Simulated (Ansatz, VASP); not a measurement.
# GeF2 in two plane-wave programs, part 2 of 3

Wanted: the spread between two codes on one cell, functional and k mesh. The cell is generated by rule, not measured, and may not be a known phase. The cell is taken from a series of VASP runs on this material, whose earlier steps may have relaxed, scaled or displaced it; both programs get it as it stands.

VASP 6.6.1 and Ansatz 0.2.0.

So far: Starting point; Ansatz: zone-centre phonons, LDA.

### 3. VASP: zone-centre phonons, LDA

Level of this step: LDA; plane waves and PAW (Ge_d, F); invented cell (VASP).

The same cell, functional (in two slightly different forms) and mesh now go to VASP, with its own data sets and cutoff.

Lines of VASP's logs that name or quote its potential files are left out, and so is its time.

INCAR reads:

```
SYSTEM = GeF2
PREC = Accurate
ENCUT = 520
EDIFF = 1E-08
NELM = 100
ISMEAR = 0
SIGMA = 0.02
LREAL = .FALSE.
ALGO = Normal
GGA = CA
NBANDS = 20
LORBIT = 11
LWAVE = .FALSE.
LCHARG = .FALSE.
KPAR = 4
IBRION = 8
LEPSILON = .TRUE.
```

POSCAR reads:

```
GeF2
1.0
    0.0000000000      2.4738300000      2.4738300000
    2.4738300000      0.0000000000      2.4738300000
    2.4738300000      2.4738300000      0.0000000000
Ge F
1 2
Direct
    0.0000000000      0.0000000000      0.0000000000
    0.2500000000      0.2500000000      0.2500000000
    0.7500000000      0.7500000000      0.7500000000
```

KPOINTS reads:

```
Automatic mesh
0
Gamma
14 14 14
0 0 0
```

PAW data sets: Ge_d and F (LDA family, release 64).

On the command line:

```sh
$ mpirun -np 4 vasp_std
```

Output:

```text
[banner, memory and clock lines left out]
running    4 mpi-ranks, on    1 nodes
 distrk:  each k-point on    1 cores,    4 groups
 distr:  one band on    1 cores,    1 groups

 POSCAR found type information on POSCAR GeF
 POSCAR found :  2 types and       3 ions
 LDA part: xc-table for (Slater(with rela. corr.)+CA(PZ))
 , standard interpolation
 POSCAR, INCAR and KPOINTS ok, starting setup
 FFT: planning ... GRIDC
 FFT: planning ... GRID_SOFT
 FFT: planning ... GRID
 WAVECAR not read
 entering main loop
       N       E                     dE             d eps       ncg     rms          rms(c)
DAV:   1     0.241589216355E+03    0.24159E+03   -0.15339E+04  5224   0.353E+03
DAV:   2     0.112510947252E+02   -0.23034E+03   -0.21846E+03  4404   0.694E+02
DAV:   3    -0.151262121882E+02   -0.26377E+02   -0.26163E+02  4656   0.146E+02
DAV:   4    -0.157734882361E+02   -0.64728E+00   -0.64695E+00  4664   0.242E+01
DAV:   5    -0.157816331502E+02   -0.81449E-02   -0.81447E-02  4656   0.304E+00    0.692E+00
DAV:   6    -0.146245270942E+02    0.11571E+01   -0.48875E+00  5744   0.271E+01    0.216E+00
DAV:   7    -0.146198070874E+02    0.47200E-02   -0.18309E-01  4548   0.454E+00    0.126E+00
DAV:   8    -0.146110030707E+02    0.88040E-02   -0.34289E-02  6080   0.439E+00    0.288E-01
DAV:   9    -0.146095584362E+02    0.14446E-02   -0.60837E-03  6308   0.216E+00    0.674E-02
DAV:  10    -0.146096041628E+02   -0.45727E-04   -0.77495E-04  5176   0.659E-01    0.243E-02
DAV:  11    -0.146096104823E+02   -0.63195E-05   -0.14791E-04  6184   0.290E-01    0.880E-03
DAV:  12    -0.146096107781E+02   -0.29575E-06   -0.65507E-06  5616   0.425E-02    0.315E-03
DAV:  13    -0.146096109330E+02   -0.15490E-06   -0.10892E-06  5232   0.144E-02    0.469E-04
DAV:  14    -0.146096109376E+02   -0.46030E-08   -0.46036E-08  4280   0.291E-03
   1 F= -.14609611E+02 E0= -.14609611E+02  d E =-.510416E-46
 Linear response reoptimize wavefunctions to high precision
DAV:   1    -0.146096109374E+02    0.14643E-09   -0.56730E-09  3604   0.158E-03
DAV:   2    -0.146096109375E+02   -0.13415E-09   -0.16494E-09  2752   0.321E-04
DAV:   3    -0.146096109376E+02   -0.52751E-10   -0.47307E-11  2312   0.765E-05
 Linear response G [H, r] |phi>, progress :
  Direction:   1
       N       E                     dE             d eps       ncg     rms
RMM:   1    -0.625866034926E+02   -0.62587E+02    0.78936E+02  4735   0.473E+02
RMM:   2    -0.767546816846E+02   -0.14168E+02   -0.33951E+01  7719   0.528E+01
RMM:   3    -0.771150169210E+02   -0.36034E+00   -0.27843E+00  8605   0.112E+01
RMM:   4    -0.770937907324E+02    0.21226E-01   -0.92976E-02  8765   0.204E+00
RMM:   5    -0.770933676725E+02    0.42306E-03   -0.55278E-03  8922   0.473E-01
RMM:   6    -0.770933537628E+02    0.13910E-04    0.31427E-04  8972   0.904E-02
RMM:   7    -0.770933573341E+02   -0.35713E-05    0.50457E-04  8881   0.226E-02
RMM:   8    -0.770933522042E+02    0.51299E-05    0.57362E-04  8566   0.816E-03
RMM:   9    -0.770933505164E+02    0.16878E-05    0.59452E-04  8064   0.460E-03
RMM:  10    -0.770933459425E+02    0.45739E-05    0.67565E-04  6781   0.409E-03
RMM:  11    -0.770933551216E+02   -0.91791E-05    0.54866E-04  5711   0.362E-03
RMM:  12    -0.770933482997E+02    0.68219E-05    0.66716E-04  5072   0.386E-03
RMM:  13    -0.770933471131E+02    0.11866E-05    0.70919E-04  4861   0.383E-03
 Linear response G [H, r] |phi>, progress :
  Direction:   2
       N       E                     dE             d eps       ncg     rms
RMM:   1    -0.601288017966E+02   -0.60129E+02    0.76140E+02  4789   0.455E+02
RMM:   2    -0.747928672490E+02   -0.14664E+02   -0.33199E+01  7797   0.506E+01
RMM:   3    -0.751408908655E+02   -0.34802E+00   -0.23343E+00  8592   0.107E+01
RMM:   4    -0.751459913477E+02   -0.51005E-02   -0.36339E-02  8788   0.191E+00
RMM:   5    -0.751496399594E+02   -0.36486E-02   -0.22431E-03  8929   0.425E-01
RMM:   6    -0.751484297815E+02    0.12102E-02    0.14371E-02  8967   0.792E-02
RMM:   7    -0.751492081238E+02   -0.77834E-03    0.67664E-03  8820   0.193E-02
RMM:   8    -0.751493258221E+02   -0.11770E-03    0.57368E-03  8559   0.669E-03
RMM:   9    -0.751488693980E+02    0.45642E-03    0.10777E-02  7987   0.369E-03
RMM:  10    -0.751491686522E+02   -0.29925E-03    0.87459E-03  6581   0.308E-03
RMM:  11    -0.751492306925E+02   -0.62040E-04    0.78054E-03  5560   0.275E-03
RMM:  12    -0.751493307389E+02   -0.10005E-03    0.55698E-03  4885   0.285E-03
RMM:  13    -0.751490061960E+02    0.32454E-03    0.88917E-03  4711   0.273E-03
RMM:  14    -0.751491591610E+02   -0.15297E-03    0.70718E-03  4651   0.293E-03
 Linear response G [H, r] |phi>, progress :
  Direction:   3
       N       E                     dE             d eps       ncg     rms
RMM:   1    -0.605916489367E+02   -0.60592E+02    0.73347E+02  4717   0.467E+02
RMM:   2    -0.760744914241E+02   -0.15483E+02   -0.31865E+01  7696   0.504E+01
RMM:   3    -0.763448977655E+02   -0.27041E+00   -0.20148E+00  8482   0.993E+00
[...]
Direction:   1
       N       E                     dE             d eps       ncg     rms          rms(c)
RMM:   1    -0.712190892448E-01   -0.71219E-01    0.14743E+00  4414   0.149E+01
RMM:   2    -0.295514144423E+00   -0.22430E+00   -0.57903E-02  8095   0.134E+00
RMM:   3    -0.295655962201E+00   -0.14182E-03   -0.17526E-03  8309   0.249E-01
[...]
RMM:   8    -0.284295436056E+00   -0.34468E-04   -0.11145E-06 19678   0.355E-03    0.495E-04
RMM:   9    -0.284289858318E+00    0.55777E-05    0.91874E-08 18762   0.803E-04    0.589E-05
RMM:  10    -0.284290788708E+00   -0.93039E-06   -0.10173E-06 17739   0.223E-04    0.393E-05
RMM:  11    -0.284290497285E+00    0.29142E-06   -0.48595E-07 10195   0.977E-05    0.310E-06
 change of polarisation eV/A/(eV/A) component  1 :     0.532    -0.025    -0.014
 dielectric tensor                  component  1 :     4.179    -0.149    -0.082
 Linear response to external field, progress :
  Direction:   2
       N       E                     dE             d eps       ncg     rms          rms(c)
RMM:   1    -0.766799517916E-01   -0.76680E-01    0.14831E+00 10420   0.153E+01
RMM:   2    -0.311259598493E+00   -0.23458E+00   -0.57429E-02 18920   0.134E+00    0.115E+00
RMM:   3    -0.278950781912E+00    0.32309E-01   -0.13537E-02 17808   0.975E-01    0.543E-01
RMM:   4    -0.281464874840E+00   -0.25141E-02   -0.95481E-03 19675   0.792E-01    0.103E-01
RMM:   5    -0.283877361240E+00   -0.24125E-02   -0.53094E-04 19125   0.205E-01    0.129E-02
RMM:   6    -0.284250106065E+00   -0.37274E-03   -0.34984E-05 19570   0.486E-02    0.773E-03
RMM:   7    -0.284261048846E+00   -0.10943E-04   -0.24054E-06 19128   0.113E-02    0.130E-03
RMM:   8    -0.284295403951E+00   -0.34355E-04   -0.10810E-06 19680   0.354E-03    0.495E-04
RMM:   9    -0.284289836386E+00    0.55676E-05    0.87801E-08 18765   0.800E-04    0.588E-05
RMM:  10    -0.284290758372E+00   -0.92199E-06   -0.10119E-06 17751   0.222E-04    0.393E-05
RMM:  11    -0.284290437527E+00    0.32084E-06   -0.48562E-07 10162   0.974E-05    0.309E-06
 change of polarisation eV/A/(eV/A) component  2 :    -0.014     0.532     0.004
 dielectric tensor                  component  2 :    -0.082     4.179     0.022
 Linear response to external field, progress :
  Direction:   3
       N       E                     dE             d eps       ncg     rms          rms(c)
RMM:   1    -0.766799140537E-01   -0.76680E-01    0.14831E+00 10420   0.153E+01
RMM:   2    -0.311259439123E+00   -0.23458E+00   -0.57427E-02 18922   0.134E+00    0.115E+00
RMM:   3    -0.278950745820E+00    0.32309E-01   -0.13539E-02 17805   0.975E-01    0.543E-01
RMM:   4    -0.281465003464E+00   -0.25143E-02   -0.95502E-03 19675   0.792E-01    0.103E-01
RMM:   5    -0.283877181301E+00   -0.24122E-02   -0.53106E-04 19125   0.205E-01    0.129E-02
RMM:   6    -0.284249965781E+00   -0.37278E-03   -0.34996E-05 19571   0.485E-02    0.773E-03
RMM:   7    -0.284261104621E+00   -0.11139E-04   -0.24117E-06 19124   0.113E-02    0.130E-03
RMM:   8    -0.284295480283E+00   -0.34376E-04   -0.11009E-06 19680   0.354E-03    0.494E-04
RMM:   9    -0.284289842786E+00    0.56375E-05    0.52224E-08 18773   0.798E-04    0.589E-05
RMM:  10    -0.284290746995E+00   -0.90421E-06   -0.10384E-06 17769   0.221E-04    0.392E-05
RMM:  11    -0.284290512591E+00    0.23440E-06   -0.51521E-07 10164   0.959E-05    0.309E-06
 change of polarisation eV/A/(eV/A) component  3 :     0.001    -0.009     0.532
 dielectric tensor                  component  3 :     0.005    -0.056     4.179
 Linear response DOF=           2
 Linear response progress:
  Degree of freedom:   1/  2
       N       E                     dE             d eps       ncg     rms          rms(c)
RMM:   1    -0.189698430013E+00   -0.18970E+00    0.26337E+00 10796   0.327E+01
RMM:   2    -0.193053582390E+00   -0.33552E-02   -0.10455E-02 17096   0.101E+00    0.985E-02
RMM:   3    -0.192633131841E+00    0.42045E-03   -0.10321E-03 17891   0.256E-01    0.477E-02
RMM:   4    -0.192340930362E+00    0.29220E-03   -0.87884E-05 18945   0.881E-02    0.123E-02
RMM:   5    -0.192352621053E+00   -0.11691E-04   -0.49727E-06 19520   0.204E-02    0.249E-03
RMM:   6    -0.192348374201E+00    0.42469E-05   -0.11123E-06 19904   0.818E-03    0.437E-04
RMM:   7    -0.192348003100E+00    0.37110E-06   -0.51947E-07 19906   0.353E-03    0.983E-05
RMM:   8    -0.192348074238E+00   -0.71137E-07   -0.19993E-07 20374   0.172E-03    0.669E-05
RMM:   9    -0.192348737513E+00   -0.66327E-06   -0.40005E-07 20123   0.884E-04    0.227E-05
RMM:  10    -0.192348741642E+00   -0.41295E-08   -0.40207E-07 20806   0.518E-04    0.187E-05
RMM:  11    -0.192348935794E+00   -0.19415E-06   -0.36963E-07 20260   0.333E-04    0.284E-06
RMM:  12    -0.192348943298E+00   -0.75044E-08   -0.28165E-07 21322   0.233E-04    0.422E-06
RMM:  13    -0.192348991772E+00   -0.48473E-07   -0.16493E-07 20426   0.181E-04    0.566E-07
RMM:  14    -0.192348971090E+00    0.20682E-07   -0.11482E-07 18797   0.148E-04    0.317E-06
RMM:  15    -0.192348973274E+00   -0.21847E-08   -0.64691E-08 14713   0.126E-04    0.328E-06
 first order change of Fermi-energy   0.14333E-04
 force on displaced ion       1 direction 1 :  -2.830   0.000   0.000
 Born effective charge ion    1 direction 1 :   3.829   0.000   0.000
 Linear response progress:
  Degree of freedom:   2/  2
       N       E                     dE             d eps       ncg     rms          rms(c)
RMM:   1    -0.526432562278E+00   -0.52643E+00    0.65457E-01 33707   0.492E+00
RMM:   2    -0.520989190304E+00    0.54434E-02   -0.12288E-02 28899   0.111E+00    0.100E-01
RMM:   3    -0.522451713360E+00   -0.14625E-02   -0.17523E-03 31447   0.316E-01    0.528E-02
RMM:   4    -0.523940541218E+00   -0.14888E-02   -0.23895E-04 29968   0.112E-01    0.862E-03
RMM:   5    -0.523979330234E+00   -0.38789E-04   -0.82417E-06 32077   0.224E-02    0.589E-03
RMM:   6    -0.523978084120E+00    0.12461E-05   -0.76760E-07 31914   0.771E-03    0.921E-04
RMM:   7    -0.524004766391E+00   -0.26682E-04   -0.88466E-08 31782   0.228E-03    0.321E-04
RMM:   8    -0.523999524554E+00    0.52418E-05   -0.24180E-08 32087   0.673E-04    0.710E-05
RMM:   9    -0.523999657861E+00   -0.13331E-06   -0.21571E-08 32485   0.213E-04    0.263E-05
RMM:  10    -0.523999726969E+00   -0.69108E-07   -0.20962E-08 32769   0.156E-04    0.646E-06
RMM:  11    -0.523999622735E+00    0.10423E-06   -0.20581E-08 31724   0.133E-04    0.150E-06
RMM:  12    -0.523999609886E+00    0.12849E-07   -0.19555E-08 28543   0.127E-04    0.448E-07
RMM:  13    -0.523999616210E+00   -0.63238E-08   -0.21142E-08 19550   0.126E-04    0.758E-08
 first order change of Fermi-energy  -0.15751E-04
 force on displaced ion       2 direction 1 :  -6.228  -0.000  -0.000
 Born effective charge ion    2 direction 1 :  -1.915   0.000   0.000
 Born effective charges drift removed
 Linear response finished
```

[end of part 2 of 3]

[Lines on the potential files, build, host, timing and source positions are cut from VASP's logs without a mark.]

[Logs are printed without paths, hosts, clocks, repeated set-up lines and the standing remarks that a program may print on its own settings, such as how far it seeks lower states.]

[Hosts, paths, dates, database ids (printed as entryN), source tags and the programs' standing remarks are cut or masked in the printed files.]
